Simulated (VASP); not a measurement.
ZnO: relaxation of cell and atoms with PBE

Crystal: ZnO.

```xyz
4
Lattice="3.2869 0.0000 0.0000 -1.6435 2.8466 0.0000 0.0000 0.0000 5.3040" Properties=species:S:1:pos:R:3 pbc="T T T"
Zn    0.0000    1.8977    2.6516
Zn    1.6435    0.9489    5.3036
O     1.6435    0.9489    2.0106
O     0.0000    1.8977    4.6626
```

```yaml
Program: VASP 6.6.1
Task: relaxation of cell and atoms
Functional: PBE
Potentials_or_basis: VASP PAW PBE potentials, release 64 (Zn, O)
Cutoff: 520 eV
k_mesh: 12 × 12 × 6
Occupations: gaussian, width 0.02 eV
Spin: no spin polarisation
Further_INCAR_settings: ALGO = Normal; EDIFF = 1e-07; IBRION = 2; EDIFFG = -0.002; NSW = 80; ISIF = 3
```

- Relaxed volume: 12.41 Å³/atom
- Relaxed cell: a = 3.287 Å, b = 3.287 Å, c = 5.305 Å, α = 90.00°, β = 90.00°, γ = 120.00°
- Space group after relaxing (to 0.05 Å): P6_3mc (No. 186)
- Energy gained by relaxing: 0.0 meV/atom
- Ionic steps: 3
- Pressure after relaxing: 0.0 GPa
- Band gap on the k mesh: 0.72 eV, direct

Final structure:
```xyz
4
Lattice="3.2872 0.0000 0.0000 -1.6436 2.8468 0.0000 0.0000 0.0000 5.3048" Properties=species:S:1:pos:R:3 pbc="T T T"
Zn    0.0000    1.8979    2.6520
Zn    1.6436    0.9489    5.3044
O     1.6436    0.9489    2.0109
O     0.0000    1.8979    4.6633
```

Levels at points of the mesh, in eV from the valence-band top:
```tsv
k point	band 14	band 15	band 16	band 17	band 18	band 19	band 20	band 21	band 22
(0.00, 0.00, 0.00)	-0.75	-0.75	-0.08	0.00	0.00	0.72	5.07	8.05	12.69
(0.50, 0.00, 0.00)	-3.41	-2.70	-2.12	-1.22	-0.79	5.59	6.81	7.52	8.22
(0.00, 0.00, 0.50)	-2.22	-0.37	-0.37	-0.37	-0.37	3.35	3.35	9.89	9.89
(0.50, 0.00, 0.50)	-3.68	-1.42	-1.42	-1.30	-1.30	5.63	5.63	8.19	8.19
```

Run time: 17 s on 4 MPI ranks on Intel(R) Xeon(R) 6975P-C (Granite Rapids) (shared host), peak memory 0.2 GiB a rank.

Expect the measured gap to be larger: semilocal functionals such as PBE lack the derivative discontinuity.
